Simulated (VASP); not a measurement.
# YNb (Fm-3m) in VASP: a series of runs

The runs below take YNb through band structure, with PBE.

Program: VASP 6.6.1. These are calculated values, not measurements. Logs are shortened: lines on timing, memory, paths and dates and some standing lists are left out, and cuts for length are marked.

**1. The crystal as given**

It takes space group Fm-3m (No. 225, cubic). Conventional cell: a = 5.915 Å, b = 5.915 Å, c = 5.915 Å, α = 90.00°, β = 90.00°, γ = 90.00°. Around Y (site symmetry m-3m) lie 6 Nb at 2.96 Å. Around Nb (site symmetry m-3m) lie 6 Y at 2.96 Å.

The cell was built by a generator and needn't be a form met in nature.

**2. Band structure, PBE**

POSCAR

```
YNb
1.0
    0.0000000000      2.9577400000      2.9577400000
    2.9577400000      0.0000000000      2.9577400000
    2.9577400000      2.9577400000      0.0000000000
Y Nb
1 1
Direct
    0.5000000000      0.5000000000      0.5000000000
    0.0000000000      0.0000000000      0.0000000000
```

INCAR.step1

```
SYSTEM = YNb
  PREC = Accurate
  ENCUT = 600
  EDIFF = 1E-6
  ISMEAR = -1
  SIGMA = 0.05
  LREAL = .False.
  LASPH = .True.
  NELM = 60
  ALGO = Normal
  ISIF = 2
  LWAVE = .False.
  LCHARG = .True.
  LMAXMIX = 4
  GGA = PE
  NBANDS = 19
```

KPOINTS.step1

```
Automatic mesh
0
Gamma
  8 8 8
  0 0 0
```

INCAR.step2

```
SYSTEM = YNb
  PREC = Accurate
  ENCUT = 600
  EDIFF = 1E-6
  ISMEAR = 0
  SIGMA = 0.05
  LREAL = .False.
  LASPH = .True.
  NELM = 60
  ALGO = Normal
  ISIF = 2
  LWAVE = .False.
  LCHARG = .False.
  LMAXMIX = 4
  GGA = PE
  NBANDS = 19
  ICHARG = 11
```

KPOINTS.step2

```
path GXWKGLUWLK,UX
20
line-mode
reciprocal
 0.0000000000  0.0000000000  0.0000000000  G
 0.5000000000  0.0000000000  0.5000000000  X

 0.5000000000  0.0000000000  0.5000000000  X
 0.5000000000  0.2500000000  0.7500000000  W

 0.5000000000  0.2500000000  0.7500000000  W
 0.3750000000  0.3750000000  0.7500000000  K

 0.3750000000  0.3750000000  0.7500000000  K
 0.0000000000  0.0000000000  0.0000000000  G

 0.0000000000  0.0000000000  0.0000000000  G
 0.5000000000  0.5000000000  0.5000000000  L

 0.5000000000  0.5000000000  0.5000000000  L
 0.6250000000  0.2500000000  0.6250000000  U

 0.6250000000  0.2500000000  0.6250000000  U
 0.5000000000  0.2500000000  0.7500000000  W

 0.5000000000  0.2500000000  0.7500000000  W
 0.5000000000  0.5000000000  0.5000000000  L

 0.5000000000  0.5000000000  0.5000000000  L
 0.3750000000  0.3750000000  0.7500000000  K

 0.6250000000  0.2500000000  0.6250000000  U
 0.5000000000  0.0000000000  0.5000000000  X
```

Potentials or basis: VASP PAW PBE potentials, release 64 (Y_sv, Nb_sv).

Run with:

```
> cat potpaw_PBE.64/Y_sv/POTCAR potpaw_PBE.64/Nb_sv/POTCAR > POTCAR
> cp INCAR.step1 INCAR
> cp KPOINTS.step1 KPOINTS
> mpirun -np 1 vasp_std > vasp.out
> cp INCAR.step2 INCAR
> cp KPOINTS.step2 KPOINTS
> mpirun -np 1 vasp_std > vasp.out
```

OUTCAR:

```text
SYSTEM = YNb
   PREC = Accurate
   ENCUT = 600
   EDIFF = 1E-6
   ISMEAR = 0
   LREAL = .False.
   LASPH = .True.
   NELM = 60
   ISIF = 2
   GGA = PE
   ICHARG = 11

 ion  position               nearest neighbor table
   1  0.500  0.500  0.500-   2 2.96   2 2.96   2 2.96   2 2.96   2 2.96   2 2.96
   2  0.000  0.000  0.000-   1 2.96   1 2.96   1 2.96   1 2.96   1 2.96   1 2.96

  LATTYP: Found a face centered cubic cell.
 ALAT       =     5.9154800000

  Lattice vectors:

 A1 = (   0.0000000000,   2.9577400000,   2.9577400000)
 A2 = (   2.9577400000,   0.0000000000,   2.9577400000)
 A3 = (   2.9577400000,   2.9577400000,   0.0000000000)

Analysis of symmetry for initial positions (statically):
=====================================================================
 Subroutine PRICEL returns:
 Original cell was already a primitive cell.

 Routine SETGRP: Setting up the symmetry group for a
 face centered cubic supercell.

 Subroutine GETGRP returns: Found 48 space group operations
 (whereof 48 operations were pure point group operations)
 out of a pool of 48 trial point group operations.

The static configuration has the point symmetry O_h .

Analysis of symmetry for dynamics (positions and initial velocities):
=====================================================================
 Subroutine PRICEL returns:
 Original cell was already a primitive cell.

 Routine SETGRP: Setting up the symmetry group for a
 face centered cubic supercell.

 Subroutine GETGRP returns: Found 48 space group operations
 (whereof 48 operations were pure point group operations)
 out of a pool of 48 trial point group operations.

The dynamic configuration has the point symmetry O_h .

 Subroutine INISYM returns: Found 48 space group operations
 (whereof 48 operations are pure point group operations),
 and found     1 'primitive' translations

----------------------------------------------------------------------------------------

                                     Primitive cell

  volume of cell :      51.7500

  direct lattice vectors                    reciprocal lattice vectors
     0.000000000  2.957740000  2.957740000    -0.169047989  0.169047989  0.169047989
     2.957740000  0.000000000  2.957740000     0.169047989 -0.169047989  0.169047989
     2.957740000  2.957740000  0.000000000     0.169047989  0.169047989 -0.169047989

  length of vectors
     4.182876022  4.182876022  4.182876022     0.292799706  0.292799706  0.292799706

  position of ions in fractional coordinates (direct lattice)
     0.500000000  0.500000000  0.500000000
     0.000000000  0.000000000  0.000000000

  ion indices of the primitive-cell ions
   primitive index   ion index
                 1           1
                 2           2

----------------------------------------------------------------------------------------

 KPOINTS: path GXWKGLUWLK,UX

Interpolating k-points between supplied coordinates.

 Line segments in fractional coordinates (reciprocal lattice):
    0.000000  0.000000  0.000000  ...  0.500000  0.000000  0.500000
    0.500000  0.000000  0.500000  ...  0.500000  0.250000  0.750000
    0.500000  0.250000  0.750000  ...  0.375000  0.375000  0.750000
    0.375000  0.375000  0.750000  ...  0.000000  0.000000  0.000000
    0.000000  0.000000  0.000000  ...  0.500000  0.500000  0.500000
    0.500000  0.500000  0.500000  ...  0.625000  0.250000  0.625000
    0.625000  0.250000  0.625000  ...  0.500000  0.250000  0.750000
    0.500000  0.250000  0.750000  ...  0.500000  0.500000  0.500000
    0.500000  0.500000  0.500000  ...  0.375000  0.375000  0.750000
    0.625000  0.250000  0.625000  ...  0.500000  0.000000  0.500000

 Generated    20 points on each line segment, for a total of    200 k-points:

 Following reciprocal coordinates:
            Coordinates               Weight
  0.000000  0.000000  0.000000      0.005000
  0.026316  0.000000  0.026316      0.005000
  0.052632  0.000000  0.052632      0.005000
  0.078947  0.000000  0.078947      0.005000
  0.105263  0.000000  0.105263      0.005000
  0.131579  0.000000  0.131579      0.005000
[... 16 lines left out ...]
  0.500000  0.026316  0.526316      0.005000
  0.500000  0.039474  0.539474      0.005000
 [... further k-points ...]
   k-points           NKPTS =    200   k-points in BZ     NKDIM =    200   number of bands    NBANDS=     19
   number of dos      NEDOS =    301   number of ions     NIONS =      2
   total plane-waves  NPLWV =  46656
   dimension x,y,z NGX =    36 NGY =   36 NGZ =   36
   dimension x,y,z NGXF=    72 NGYF=   72 NGZF=   72
   ions per type =               1   1
   NGX,Y,Z   is equivalent  to a cutoff of  14.31, 14.31, 14.31 a.u.
   NGXF,Y,Z  is equivalent  to a cutoff of  28.62, 28.62, 28.62 a.u.
 SYSTEM =  YNb
   PREC   = accura    normal or accurate (medium, high low for compatibility)
   ISTART =      0    job   : 0-new  1-cont  2-samecut
   ICHARG =     11    charge: 1-file 2-atom 10-const
   ISPIN  =      1    spin polarized calculation?
   LNONCOLLINEAR =      F non collinear calculations
   LSORBIT =      F    spin-orbit coupling
   LASPH  =      T    aspherical Exc in radial PAW
   ENCUT  =  600.0 eV  44.10 Ry    6.64 a.u.   8.35  8.35  8.35*2*pi/ulx,y,z
   NELM   =     60;   NELMIN=  2; NELMDL=  0     # of ELM steps
   EDIFF  = 0.1E-05   stopping-criterion for ELM
   LREAL  =      F    real-space projection
   EDIFFG = 0.1E-04   stopping-criterion for IOM
   NSW    =      0    number of steps for IOM
   IBRION =     -1    ionic relax: 0-MD 1-quasi-New 2-CG
   NFREE  =      0    steps in history (QN), initial steepest desc. (CG)
   ISIF   =      2    stress and relaxation
   ISYM   =      2    0-nonsym 1-usesym 2-fastsym
   POTIM  = 0.5000    time-step for ionic-motion
   TEBEG  =    0.0;   TEEND  =   0.0 temperature during run
   PSTRESS=    0.0 pullay stress
   NELECT =      24.0000    total number of electrons
   NUPDOWN=      -1.0000    fix difference up-down
   EMIN   =  10.00;   EMAX   =-10.00  energy-range for DOS
   EFERMI =   0.00;   METHOD = LEGACY
   ISMEAR =     0;   SIGMA  =   0.05  broadening in eV -4-tet -1-fermi 0-gaus
   EFERMI_NEDOS =   21; number of points for ismear=-14 and -15
   IALGO  =     38    algorithm
   IMIX   =      4    mixing-type and parameters
     AMIX     =   0.40;   BMIX     =  1.00
     AMIX_MAG =   1.60;   BMIX_MAG =  1.00
  volume/ion in A,a.u.               =      25.87       174.61
  Fermi-wavevector in a.u.,A,eV,Ry     =   1.267191  2.394643 21.847852  1.605772
  Thomas-Fermi vector in A             =   2.400352
   LORBIT       =      0    0 simple, 1 ext, 2 COOP (PROOUT), +10 PAW based schemes
   GGA     = PE    functional components
   LHFCALC =     F    Hartree Fock is set to
   AEXX    =    0.0000 exact exchange contribution
   IVDW    =     0    specifies the selected vdW correction
   LEPSILON=     F    determine dielectric tensor
   LRPA    =     F    only Hartree local field effects (RPA)
 non-spin polarized calculation
 Gauss-broadening in eV      SIGMA  =   0.05
  energy-cutoff  :      600.00
  volume of cell :       51.75
 maximum number of plane-waves:      1759
 NGX is ok and might be reduce to    36

 number of electron      24.0000000 magnetization

 Free energy of the ion-electron system (eV)
  ---------------------------------------------------
  ext. energy  EPLUGINS =         0.00000000
  ---------------------------------------------------
  free energy    TOTEN  =       -14.21269217 eV

  energy without entropy =      -14.20866962  energy(sigma->0) =      -14.21068090

 E-fermi :   5.3633     XC(G=0): -10.4464

 val. band max:        5.3625191732   @ k =   0.6250   0.2500   0.6250
 cond. band min:       5.3640197741   @ k =   0.2368   0.2368   0.4737
 fundamental gap:      0.0015006009
 Fermi energy:         5.3632592720

 k-point     1 :       0.0000    0.0000    0.0000
  band No.  band energies     occupation
      1     -49.1826      2.00000
      2     -36.1793      2.00000
      3     -25.2882      2.00000
      4     -25.2882      2.00000
      5     -25.2882      2.00000
      6     -16.1989      2.00000
[... 11 lines left out ...]
     18      12.1135      0.00000
     19      13.2364      0.00000

 k-point     2 :       0.0263    0.0000    0.0263
  band No.  band energies     occupation
      1     -49.1826      2.00000
      2     -36.1793      2.00000
      3     -25.2883      2.00000
      4     -25.2883      2.00000
      5     -25.2880      2.00000
      6     -16.2011      2.00000
[... 11 lines left out ...]
     18      12.1559      0.00000
     19      13.1839      0.00000

 k-point     3 :       0.0526    0.0000    0.0526
  band No.  band energies     occupation
      1     -49.1825      2.00000
      2     -36.1793      2.00000
      3     -25.2887      2.00000
      4     -25.2887      2.00000
      5     -25.2876      2.00000
      6     -16.2077      2.00000
[... 11 lines left out ...]
     18      12.2780      0.00000
     19      12.5966      0.00000

 k-point     4 :       0.0789    0.0000    0.0789
  band No.  band energies     occupation
      1     -49.1824      2.00000
      2     -36.1792      2.00000
      3     -25.2894      2.00000
      4     -25.2894      2.00000
      5     -25.2870      2.00000
      6     -16.2179      2.00000
[... 11 lines left out ...]
     18      12.0018      0.00000
     19      12.4739      0.00000

 k-point     5 :       0.1053    0.0000    0.1053
  band No.  band energies     occupation
      1     -49.1822      2.00000
      2     -36.1791      2.00000
      3     -25.2903      2.00000
      4     -25.2903      2.00000
      5     -25.2864      2.00000
      6     -16.2311      2.00000
[... 11 lines left out ...]
     18      11.3765      0.00000
     19      12.7170      0.00000
[... 334 lines left out ...]
      2     -36.1711      2.00000
      3     -25.3374      2.00000
      4     -25.3089      2.00000
      5     -25.3089      2.00000
      6     -16.2892      2.00000
[... 11 lines left out ...]
     18      10.4103      0.00000
     19      10.4113      0.00000

 k-point    22 :       0.5000    0.0132    0.5132
  band No.  band energies     occupation
      1     -49.1790      2.00000
      2     -36.1711      2.00000
      3     -25.3373      2.00000
      4     -25.3089      2.00000
      5     -25.3087      2.00000
      6     -16.2892      2.00000
[... 11 lines left out ...]
     18      10.3910      0.00000
     19      10.4010      0.00000

 k-point    23 :       0.5000    0.0263    0.5263
  band No.  band energies     occupation
      1     -49.1790      2.00000
      2     -36.1712      2.00000
      3     -25.3372      2.00000
      4     -25.3091      2.00000
      5     -25.3084      2.00000
      6     -16.2889      2.00000
[... 11 lines left out ...]
     18      10.3345      0.00000
     19      10.3740      0.00000

 k-point    24 :       0.5000    0.0395    0.5395
  band No.  band energies     occupation
      1     -49.1790      2.00000
      2     -36.1712      2.00000
      3     -25.3370      2.00000
      4     -25.3093      2.00000
      5     -25.3078      2.00000
      6     -16.2885      2.00000
[... 11 lines left out ...]
     18      10.2421      0.00000
     19      10.3295      0.00000

 [... further k-points ...]

------------------------ aborting loop because EDIFF is reached ----------------------------------------

  FORCE on cell =-STRESS in cart. coord.  units (eV):
  Direction    XX          YY          ZZ          XY          YZ          ZX
  --------------------------------------------------------------------------------------
  -------------------------------------------------------------------------------------
  Total       -3.6741822     -3.6741822     -3.6741822      0.0000000     -0.0000000      0.0000000
  in kB     -113.7525892   -113.7525892   -113.7525892      0.0000000     -0.0000000      0.0000000
  external PRESSURE =    -113.7525892 kB  Pullay stress =       0.0000000 kB

 VOLUME and BASIS-vectors are now :
 -----------------------------------------------------------------------------
  energy-cutoff  :      600.00
  volume of cell :       51.75
      direct lattice vectors                 reciprocal lattice vectors
     0.000000000  2.957740000  2.957740000    -0.169047989  0.169047989  0.169047989
     2.957740000  0.000000000  2.957740000     0.169047989 -0.169047989  0.169047989
     2.957740000  2.957740000  0.000000000     0.169047989  0.169047989 -0.169047989

 POSITION                                       TOTAL-FORCE (eV/Angst)
 -----------------------------------------------------------------------------------
      2.95774      2.95774      2.95774        -0.000000      0.000000     -0.000000
      0.00000      0.00000      0.00000         0.000000     -0.000000      0.000000
 -----------------------------------------------------------------------------------
    total drift:                                0.000000      0.000000      0.000000

  FREE ENERGIE OF THE ION-ELECTRON SYSTEM (eV)
  ---------------------------------------------------
  free  energy   TOTEN  =       -14.2126921733 eV

  energy  without entropy=      -14.2086696232  energy(sigma->0) =      -14.21068090
```

It took 95 s on 1 thread of Intel Xeon Platinum 8488C (Sapphire Rapids), shared host; peak memory 0.42 GiB.

Results:

```yaml
Band_gap_along_the_path: none (metal or under the smearing width)
```

Levels at the corners of the path, in eV from the Fermi level:
```
point  band 10  band 11  band 12  band 13  band 14  band 15
    Γ    -1.42    -1.42    -1.29    -1.29    -1.29     5.69
    X    -1.82    -0.68    -0.18     0.62     1.54     1.54
    X    -1.82    -0.68    -0.18     0.62     1.54     1.54
    W    -1.45    -0.95    -0.69     0.67     1.56     1.96
    W    -1.45    -0.95    -0.69     0.67     1.56     1.96
    K    -0.98    -0.52    -0.48    -0.07     1.13     2.66
    K    -0.98    -0.52    -0.48    -0.07     1.13     2.66
    Γ    -1.42    -1.42    -1.29    -1.29    -1.29     5.69
    Γ    -1.42    -1.42    -1.29    -1.29    -1.29     5.69
    L    -1.52     0.21     0.21     1.25     1.25     1.67
    L    -1.52     0.21     0.21     1.25     1.25     1.67
    U    -0.98    -0.52    -0.48    -0.07     1.13     2.66
    U    -0.98    -0.52    -0.48    -0.07     1.13     2.66
    W    -1.45    -0.95    -0.69     0.67     1.56     1.96
    W    -1.45    -0.95    -0.69     0.67     1.56     1.96
    L    -1.52     0.21     0.21     1.25     1.25     1.67
    L    -1.52     0.21     0.21     1.25     1.25     1.67
    K    -0.98    -0.52    -0.48    -0.07     1.13     2.66
    U    -0.98    -0.52    -0.48    -0.07     1.13     2.66
    X    -1.82    -0.68    -0.18     0.62     1.54     1.54
```

Caveat: the log is that of the step along the path at fixed density, whose energy, stress, charges and moments have no meaning.

(Continued in part 2 of 2.)
